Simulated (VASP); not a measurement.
All values below come from HSE06 screened hybrid, VASP's PBE PAW potentials (set 64) (plane waves; VASP).

A VASP calculation is set up with these files.

KPOINTS:
```
Automatic mesh
0
Gamma
5 5 3
0 0 0
```

File POSCAR:
```
CdSe
1
    4.4021550000     0.0000000000     0.0000000000
   -2.2010770000     3.8123770000     0.0000000000
    0.0000000000     0.0000000000     7.1812990000
Cd Se
2 2
Direct
  0.6666670000   0.3333330000   0.4999500000
  0.3333330000   0.6666670000   0.9999500000
  0.6666670000   0.3333330000   0.8759100000
  0.3333330000   0.6666670000   0.3759100000
```

INCAR:
```
SYSTEM = CdSe
PREC = Accurate
ENCUT = 300
EDIFF = 1E-6
NELM = 100
ALGO = Normal
LREAL = .FALSE.
LASPH = .TRUE.
ISMEAR = 0
SIGMA = 0.01
GGA = PE
HFSCREEN = 0.2
AEXX = 0.25
LHFCALC = .TRUE.
PRECFOCK = Fast
ISYM = 3
LMAXMIX = 4
LWAVE = .FALSE.
LCHARG = .FALSE.
ISIF = 2
```

POTCAR, in this order: Cd Se (PBE.64 set). Program: vasp_std.

Output of the run:

OSZICAR:
```
       N       E                     dE             d eps       ncg     rms          rms(c)
DAV:   1    -0.292659891555E+04   -0.29266E+04   -0.13793E+04   472   0.957E+02
DAV:   2    -0.310618210272E+04   -0.17958E+03   -0.17757E+03   494   0.277E+02
DAV:   3    -0.311511304864E+04   -0.89309E+01   -0.89010E+01   524   0.587E+01
DAV:   4    -0.311518986443E+04   -0.76816E-01   -0.76782E-01   500   0.534E+00
DAV:   5    -0.144043619259E+02    0.31008E+04   -0.19848E+01   440   0.467E+01    0.111E+01
DAV:   6    -0.136828832362E+02    0.72148E+00   -0.23224E+00   464   0.924E+00    0.707E+00
DAV:   7    -0.136755515582E+02    0.73317E-02   -0.68059E-01   494   0.385E+00    0.460E+00
DAV:   8    -0.136867734097E+02   -0.11222E-01   -0.52796E-02   506   0.125E+00    0.264E+00
DAV:   9    -0.136805012777E+02    0.62721E-02   -0.28457E-03   506   0.396E-01    0.145E+00
DAV:  10    -0.136783242026E+02    0.21771E-02   -0.26883E-03   494   0.266E-01    0.775E-01
DAV:  11    -0.136778944062E+02    0.42980E-03   -0.74453E-04   506   0.147E-01    0.430E-01
DAV:  12    -0.136777985497E+02    0.95857E-04   -0.16150E-04   500   0.877E-02    0.245E-01
DAV:  13    -0.136777903269E+02    0.82228E-05   -0.58573E-05   506   0.575E-02    0.140E-01
DAV:  14    -0.136778039788E+02   -0.13652E-04   -0.25395E-05   506   0.368E-02    0.806E-02
DAV:  15    -0.136778173019E+02   -0.13323E-04   -0.10222E-05   506   0.225E-02    0.470E-02
DAV:  16    -0.136778260402E+02   -0.87383E-05   -0.42151E-06   500   0.139E-02    0.280E-02
DAV:  17    -0.136778311253E+02   -0.50851E-05   -0.18545E-06   414   0.883E-03    0.170E-02
DAV:  18    -0.136778339082E+02   -0.27829E-05   -0.91233E-07   366   0.602E-03    0.109E-02
DAV:  19    -0.136778353952E+02   -0.14870E-05   -0.43965E-07   334   0.404E-03    0.694E-03
DAV:  20    -0.136778361700E+02   -0.77488E-06   -0.21954E-07   316   0.279E-03
   1 F= -.13677836E+02 E0= -.13677836E+02  d E =-.147104E-12
```

OUTCAR:
```
------------------------ aborting loop because EDIFF is reached ----------------------------------------
  FORCE on cell =-STRESS in cart. coord.  units (eV):
  Direction    XX          YY          ZZ          XY          YZ          ZX
  --------------------------------------------------------------------------------------
  Total       -1.2208359     -1.2208352     -1.2559028     -0.0000002     -0.0000000      0.0000000
  in kB      -16.2294463    -16.2294373    -16.6956151     -0.0000021     -0.0000000      0.0000000
  external PRESSURE =     -16.3848329 kB  Pullay stress =       0.0000000 kB
  volume of cell :      120.52
      direct lattice vectors                 reciprocal lattice vectors
     4.402155000  0.000000000  0.000000000     0.227161470  0.131151742  0.000000000
    -2.201077000  3.812377000  0.000000000     0.000000000  0.262303544  0.000000000
     0.000000000  0.000000000  7.181299000     0.000000000  0.000000000  0.139250573
  FREE ENERGIE OF THE ION-ELECTRON SYSTEM (eV)
  ---------------------------------------------------
  free  energy   TOTEN  =       -13.6778361700 eV

  energy  without entropy=      -13.6778361700  energy(sigma->0) =      -13.67783617

  exchange ACFDT corr.  =         0.00000000  see jH, gK, PRB 81, 115126
```
(Selected blocks of OUTCAR.)

At this cut-off the stress carries a Pulay error, which pulls relaxed volumes low.

The structure comes from a computed database's CdSe entry; how it stands against other phases isn't given here. The cell was not relaxed at this level. The run is one of a series of settings (KPOINTS 5×5×3 Γ-centred mesh against the base run), some of them coarse on purpose.
